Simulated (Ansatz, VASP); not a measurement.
# Li4Ge2B: VASP beside Ansatz

One calculation is typed for both programs; each brings its own data sets and cutoff. How far apart do they land? The structure shown is the end of the VASP relaxation below.

Calculated with Ansatz 0.2.0; plane waves, with VASP 6.6.1 beside it; single point at PBE.

## Step 1: The structure

The cell holds 14 atoms: 4 Ge, 8 Li and 2 B. Cell: a = 4.460 Å, b = 4.460 Å, c = 26.283 Å, α = 90.0°, β = 90.0°, γ = 120.0°. It derives from Li4Ge2B. The (0 0 1) slab of Li4Ge2B, cut from the database cell (so at first; earlier steps may have moved the atoms). Vacuum lies along c.

Coordinates:

```xyz
14
Lattice="4.4603 0.0000 0.0000 -2.2302 3.8627 0.0000 0.0000 0.0000 26.2828" Properties=species:S:1:pos:R:3
Ge    0.0000    2.5752    7.5000
Ge    0.0000    2.5752   10.0739
Ge    0.0000    0.0000   13.5179
Ge    0.0000    0.0000   16.0835
Li    0.0000    0.0000    8.2270
Li    2.2302    1.2876    8.9091
Li    0.0000    0.0000   11.1508
Li    2.2302    1.2876   11.8531
Li    2.2302    1.2876   14.4891
Li    0.0000    2.5752   15.2286
Li    2.2302    1.2876   17.3945
Li    0.0000    2.5752   18.6366
B     0.0000    2.5752   12.6762
B     0.0000    0.0000   18.0826
```

## Step 2: VASP: relaxation, PBE

This run makes the geometry at which the two programs are then compared.

Lines of VASP's logs that name or quote its potential files are left out, and so is its time.

Input file INCAR:

```
SYSTEM = Li4Ge2B
PREC = Normal
ENCUT = 320
EDIFF = 1E-05
NELM = 120
ISMEAR = 1
SIGMA = 0.2
LREAL = Auto
ALGO = Fast
GGA = PE
NBANDS = 29
LORBIT = 11
LWAVE = .FALSE.
LCHARG = .FALSE.
KPAR = 2
NCORE = 2
IBRION = 2
NSW = 40
ISIF = 2
EDIFFG = -0.03
POTIM = 0.4
MAXMIX = 40
IDIPOL = 3
LDIPOL = .TRUE.
DIPOL = 0.5 0.5 0.499
```

Input file POSCAR:

```
Li4Ge2B
1.0
    4.4603029841      0.0000000000      0.0000000000
   -2.2301514921      3.8627356929      0.0000000000
    0.0000000000      0.0000000000     26.2828040605
Ge Li B
4 8 2
Selective dynamics
Direct
    0.3333333300      0.6666666700      0.2853576800  F F F
    0.3333333300      0.6666666700      0.3832893600  F F F
    0.0000000000      0.0000000000      0.5176985700  T T T
    0.0000000000      0.0000000000      0.6156302500  T T T
    0.0000000000      0.0000000000      0.3130178600  F F F
    0.6666666700      0.3333333300      0.3389703400  F F F
    0.0000000000      0.0000000000      0.4242626800  F F F
    0.6666666700      0.3333333300      0.4509818800  F F F
    0.6666666700      0.3333333300      0.5453587500  T T T
    0.3333333300      0.6666666700      0.5713112300  T T T
    0.6666666700      0.3333333300      0.6566035700  T T T
    0.3333333300      0.6666666700      0.6833227700  T T T
    0.3333333300      0.6666666700      0.4823014300  F F F
    0.0000000000      0.0000000000      0.7146423200  T T T
```

Input file KPOINTS:

```
Automatic mesh
0
Gamma
5 5 1
0 0 0
```

Potentials, in the order of the species: Ge, Li and B (PBE family, release 64).

Run with:

```console
$ mpirun -np 4 vasp_std
```

Numbers of over 12 decimals in the logs are rounded to 6 here.

What it wrote:

```text
[banner, memory and clock lines left out]
running    4 mpi-ranks, on    1 nodes
 distrk:  each k-point on    2 cores,    2 groups
 distr:  one band on    2 cores,    1 groups

 POSCAR found type information on POSCAR GeLiB
 POSCAR found :  3 types and      14 ions
 LDA part: xc-table for (Slater+PW92), standard interpolation
 POSCAR, INCAR and KPOINTS ok, starting setup
 FFT: planning ... GRIDC
 FFT: planning ... GRID_SOFT
 FFT: planning ... GRID
 WAVECAR not read
 entering main loop
       N       E                     dE             d eps       ncg     rms          rms(c)
DAV:   1     0.708527386232E+02    0.70853E+02   -0.69126E+03   290   0.501E+02
DAV:   2    -0.337370145547E+02   -0.10459E+03   -0.98785E+02   418   0.109E+02
DAV:   3    -0.436347634246E+02   -0.98977E+01   -0.96433E+01   396   0.327E+01
DAV:   4    -0.440028529616E+02   -0.36809E+00   -0.36663E+00   420   0.663E+00
DAV:   5    -0.440107910279E+02   -0.79381E-02   -0.79364E-02   412   0.918E-01    0.435E+00
RMM:   6    -0.446302168434E+02   -0.61943E+00   -0.18745E+00   291   0.268E+00    0.556E+00
RMM:   7    -0.443467521083E+02    0.28346E+00   -0.41801E-01   290   0.165E+00    0.419E+00
RMM:   8    -0.429510428939E+02    0.13957E+01   -0.96456E-02   292   0.835E-01    0.188E+00
RMM:   9    -0.426658857821E+02    0.28516E+00   -0.19543E-01   293   0.106E+00    0.595E-01
RMM:  10    -0.426475248034E+02    0.18361E-01   -0.38628E-02   295   0.558E-01    0.280E-01
RMM:  11    -0.426417996204E+02    0.57252E-02   -0.89975E-03   294   0.305E-01    0.131E-01
RMM:  12    -0.426397840309E+02    0.20156E-02   -0.61222E-03   295   0.220E-01    0.694E-02
RMM:  13    -0.426401476551E+02   -0.36362E-03   -0.25719E-03   292   0.135E-01    0.373E-02
RMM:  14    -0.426409896639E+02   -0.84201E-03   -0.16459E-03   291   0.101E-01    0.329E-02
RMM:  15    -0.426415514077E+02   -0.56174E-03   -0.41008E-04   307   0.555E-02    0.134E-02
RMM:  16    -0.426417957274E+02   -0.24432E-03   -0.10369E-04   273   0.295E-02    0.112E-02
RMM:  17    -0.426418892963E+02   -0.93569E-04   -0.60240E-05   246   0.193E-02    0.572E-03
RMM:  18    -0.426420803125E+02   -0.19102E-03   -0.26846E-05   235   0.123E-02    0.314E-03
RMM:  19    -0.426422954855E+02   -0.21517E-03   -0.23556E-05   228   0.103E-02    0.292E-03
RMM:  20    -0.426423614205E+02   -0.65935E-04   -0.92098E-06   194   0.561E-03    0.132E-03
RMM:  21    -0.426424041123E+02   -0.42692E-04   -0.36529E-06   173   0.412E-03    0.176E-03
RMM:  22    -0.426424199616E+02   -0.15849E-04   -0.22046E-06   161   0.332E-03    0.801E-04
RMM:  23    -0.426424225913E+02   -0.26297E-05   -0.34579E-07   128   0.230E-03
   1 F= -.42642423E+02 E0= -.42642315E+02  d E =-.426424E+02
[... from here on, the cycles between the ionic steps are left out ...]
   2 F= -.42855486E+02 E0= -.42851859E+02  d E =-.213063E+00
   3 F= -.43394252E+02 E0= -.43383216E+02  d E =-.751830E+00
   4 F= -.38130409E+02 E0= -.38115543E+02  d E =0.451201E+01
   5 F= -.43416003E+02 E0= -.43404802E+02  d E =-.773580E+00
   6 F= -.43450229E+02 E0= -.43438230E+02  d E =-.807807E+00
   7 F= -.43459844E+02 E0= -.43448065E+02  d E =-.817422E+00
   8 F= -.43460414E+02 E0= -.43448574E+02  d E =-.817992E+00
   9 F= -.43549725E+02 E0= -.43538138E+02  d E =-.893105E-01
 trial-energy change:   -0.089311  1 .order   -0.088603   -0.098725   -0.078481
 step:   5.9525(harm=  8.8160)  dis= 0.13636  next Energy=   -43.648223 (dE=-0.188E+00)
 bond charge predicted
       N       E                     dE             d eps       ncg     rms          rms(c)
DAV:   1    -0.436671882772E+02   -0.11747E+00   -0.14159E+01   310   0.163E+01    0.761E-01
RMM:   2    -0.436670824732E+02    0.10580E-03   -0.22112E-01   290   0.170E+00    0.157E-01
RMM:   3    -0.436706862697E+02   -0.36038E-02   -0.26846E-02   296   0.626E-01    0.180E-01
RMM:   4    -0.436712302636E+02   -0.54399E-03   -0.69844E-03   307   0.293E-01    0.889E-02
RMM:   5    -0.436713291612E+02   -0.98898E-04   -0.94542E-04   310   0.118E-01    0.346E-02
RMM:   6    -0.436713139435E+02    0.15218E-04   -0.35357E-04   298   0.644E-02    0.240E-02
RMM:   7    -0.436713294568E+02   -0.15513E-04   -0.67863E-05   263   0.285E-02    0.144E-02
RMM:   8    -0.436713397531E+02   -0.10296E-04   -0.20460E-05   234   0.152E-02    0.710E-03
RMM:   9    -0.436713439598E+02   -0.42066E-05   -0.63559E-06   210   0.845E-03
  10 F= -.43671344E+02 E0= -.43661749E+02  d E =-.210930E+00
 curvature:  -4.64 expect dE=-0.599E+00 dE for cont linesearch -0.123E-01
 trial: gam= 1.52355 g(F)=  0.129E+00 g(S)=  0.000E+00 ort = 0.135E-01 (trialstep = 0.551E+00)
 search vector abs. value=  0.330E+00
 bond charge predicted
       N       E                     dE             d eps       ncg     rms          rms(c)
DAV:   1    -0.437343658949E+02   -0.63026E-01   -0.61310E-01   330   0.299E+00    0.322E-01
RMM:   2    -0.437348615753E+02   -0.49568E-03   -0.39854E-02   290   0.718E-01    0.940E-02
RMM:   3    -0.437363851211E+02   -0.15235E-02   -0.56751E-03   292   0.280E-01    0.784E-02
RMM:   4    -0.437365210457E+02   -0.13592E-03   -0.16106E-03   303   0.132E-01    0.563E-02
[... the rest is left out ...]
```

From OUTCAR (step 2):

```text
ion  position               nearest neighbor table
   1  0.333  0.667  0.285-   2 2.57   5 2.68   5 2.68   5 2.68   6 2.94   6 2.94   6 2.94
   2  0.333  0.667  0.383-   1 2.57   7 2.79   7 2.79   7 2.79   6 2.83   6 2.83   6 2.83
   3  0.000  0.000  0.518-   7 2.46   4 2.57   9 2.68   9 2.68   9 2.68  10 2.94  10 2.94  10 2.94

  LATTYP: Found a hexagonal cell.
 ALAT       =     4.4603029841
 C/A-ratio  =     5.8926050885

 Subroutine GETGRP returns: Found  6 space group operations
 (whereof  6 operations were pure point group operations)

The static configuration has the point symmetry C_3v.

 Found      5 irreducible k-points:

   k-points           NKPTS =      5   k-points in BZ     NKDIM =      5   number of bands    NBANDS=     29

   dimension x,y,z NGX =    20 NGY =   20 NGZ =  120
   dimension x,y,z NGXF=    40 NGYF=   40 NGZF=  240

   ENCUT  =  320.0 eV  23.52 Ry    4.85 a.u.   6.51  6.51 38.34*2*pi/ulx,y,z

   NELECT =      30.0000    total number of electrons

 k-points in reciprocal lattice and weights: Automatic mesh
   0.00000000  0.00000000  0.00000000       0.040
   0.20000000  0.00000000  0.00000000       0.240
   0.40000000  0.00000000  0.00000000       0.240
   0.20000000  0.20000000  0.00000000       0.240
   0.40000000  0.20000000  0.00000000       0.240

 dipolmoment           0.000000      0.000000     -0.071797 electrons x Angstroem

 average (electrostatic) potential at core
       1 -37.1098       2 -37.0604       3 -37.5475       4 -36.9815       5 -31.2911
       6 -31.1820       7 -31.6650       8 -31.7963       9 -31.8950      10 -31.7270
      11 -31.1973      12 -31.7429      13 -34.7047      14 -33.7081

 E-fermi :  -0.7170

 k-point     1 :       0.0000    0.0000    0.0000
  band No.  band energies     occupation
    ...
     10      -2.1630      2.00000
     11      -1.3977      2.00002
     12      -1.3977      2.00002
     13      -0.8081      1.68980
     14      -0.8081      1.68971
     15      -0.4971     -0.06521
     16       0.0336     -0.00000
     17       0.0336     -0.00000
     18       0.6581     -0.00000
     19       1.3482     -0.00000
    ...

 k-point     2 :       0.2000    0.0000    0.0000
  band No.  band energies     occupation
    ...
     10      -2.4934      2.00000
     11      -2.3010      2.00000
     12      -1.8090      2.00000
     13      -1.2894      2.00040
     14      -1.1679      2.00646
     15      -0.4601     -0.06991
     16      -0.1489     -0.00044
     17       0.2676     -0.00000
     18       0.3214     -0.00000
     19       1.1245     -0.00000
    ...

 k-point     3 :       0.4000    0.0000    0.0000
  band No.  band energies     occupation
    ...
     12      -2.3354      2.00000
     13      -1.8226      2.00000
     14      -1.7772      2.00000
     15      -1.2968      2.00032
     16      -0.7630      1.37839
     17      -0.0933     -0.00010
     18       0.1653     -0.00000
     19       0.7130     -0.00000
     20       0.7873     -0.00000
     21       1.3975     -0.00000
    ...

  Total       -4.2095856     -4.2095856     -3.6193087      0.0000000      0.0000000     -0.0000000
  in kB      -14.8942580    -14.8942580    -12.8057539      0.0000000      0.0000000     -0.0000000
  external PRESSURE =     -14.1980900 kB  Pullay stress =       0.0000000 kB

  energy-cutoff  :      320.00
  volume of cell :      452.83
      direct lattice vectors                 reciprocal lattice vectors
     4.460302984  0.000000000  0.000000000     0.224200016  0.129441940  0.000000000
    -2.230151492  3.862735693  0.000000000     0.000000000  0.258883879  0.000000000
     0.000000000  0.000000000 26.282804060     0.000000000  0.000000000  0.038047691

 POSITION                                       TOTAL-FORCE (eV/Angst)
 -----------------------------------------------------------------------------------
     -0.00000      2.57516      7.50000         0.000000      0.000000      0.725640
     -0.00000      2.57516     10.07392        -0.000000      0.000000      0.346799
      2.23015      3.86274     13.51793         0.000000      0.000000      0.021676
      2.23015      3.86274     16.08348         0.000000     -0.000000      0.028501
      0.00000      0.00000      8.22699        -0.000000      0.000000      0.025770
      2.23015      1.28758      8.90909         0.000000     -0.000000      0.009340
      0.00000      0.00000     11.15081         0.000000      0.000000     -0.789088
      2.23015      1.28758     11.85307         0.000000      0.000000     -0.027111
      2.23015      1.28758     14.48908         0.000000     -0.000000      0.019553
     -0.00000      2.57516     15.22863         0.000000      0.000000      0.023174
      2.23015      1.28758     17.39454        -0.000000      0.000000     -0.004042
     -0.00000      2.57516     18.63656        -0.000000      0.000000     -0.008196
     -0.00000      2.57516     12.67623         0.000000     -0.000000     -0.370443
      0.00000      0.00000     18.08263         0.000000      0.000000     -0.001575
 -----------------------------------------------------------------------------------
    total drift:                                0.000030      0.000022      0.052074

  FREE ENERGIE OF THE ION-ELECTRON SYSTEM (eV)
  ---------------------------------------------------
  free  energy   TOTEN  =       -43.8871072418 eV

  energy  without entropy=      -43.8669084560  energy(sigma->0) =      -43.88037431

 reached required accuracy - stopping structural energy minimisation

 vacuum level on the upper side and lower side of the slab         2.853         3.609

 total charge
# of ion       s       p       d       tot
------------------------------------------
    1        1.236   0.983   0.021   2.239
    2        1.140   1.128   0.028   2.296
    3        1.215   1.041   0.046   2.302
    4        1.149   1.261   0.048   2.458
    5        0.107   0.158   0.000   0.265
    6        0.095   0.165   0.000   0.260
    7        0.110   0.177   0.000   0.287
    8        0.094   0.137   0.000   0.231
    9        0.111   0.152   0.000   0.263
   10        0.100   0.158   0.000   0.259
   11        0.087   0.139   0.000   0.226
   12        0.083   0.088   0.000   0.171
   13        0.776   0.685   0.000   1.461
   14        0.766   0.810   0.000   1.575
--------------------------------------------------
tot          7.068   7.081   0.143  14.291

[... 2 further parts left out ...]
```

CONTCAR:

```
Li4Ge2B
   1.00000000000000
     4.4603029841000001    0.0000000000000000    0.0000000000000000
    -2.2301514921000001    3.8627356928999999    0.0000000000000000
     0.0000000000000000    0.0000000000000000   26.2828040604999984
  Ge              Li              B
     4     8     2
Selective dynamics
Direct
     0.3333333300000021    0.6666666699999979    0.2853576799999971   F   F   F
     0.3333333300000021    0.6666666699999979    0.3832893599999991   F   F   F
     1.0000000000000000    1.0000000000000000    0.5143260441015758   T   T   T
     1.0000000000000000    1.0000000000000000    0.6119391036801471   T   T   T
     0.0000000000000000    0.0000000000000000    0.3130178600000022   F   F   F
     0.6666666699999979    0.3333333300000021    0.3389703400000030   F   F   F
     0.0000000000000000    0.0000000000000000    0.4242626799999982   F   F   F
     0.6666666699999979    0.3333333300000021    0.4509818800000005   F   F   F
     0.6666666699999979    0.3333333300000021    0.5512761093602304   T   T   T
     0.3333333300000021    0.6666666699999979    0.5794140664655827   T   T   T
     0.6666666699999979    0.3333333300000021    0.6618222445986277   T   T   T
     0.3333333300000021    0.6666666699999979    0.7090779737131756   T   T   T
     0.3333333300000021    0.6666666699999979    0.4823014299999997   F   F   F
     0.0000000000000000    0.0000000000000000    0.6880022576376716   T   T   T
```

The data set Ge keeps the semicore shell frozen, which is cheaper and a little less accurate.

(Part 1 of 2 ends here.)

[Lines on the potential files, build, host, timing and source positions are cut from VASP's logs without a mark.]

[Logs are printed without paths, hosts, clocks, repeated set-up lines and the standing remarks that a program may print on its own settings, such as how far it seeks lower states.]

[Hosts, paths, dates, database ids (printed as entryN), source tags and the programs' standing remarks are cut or masked in the printed files.]
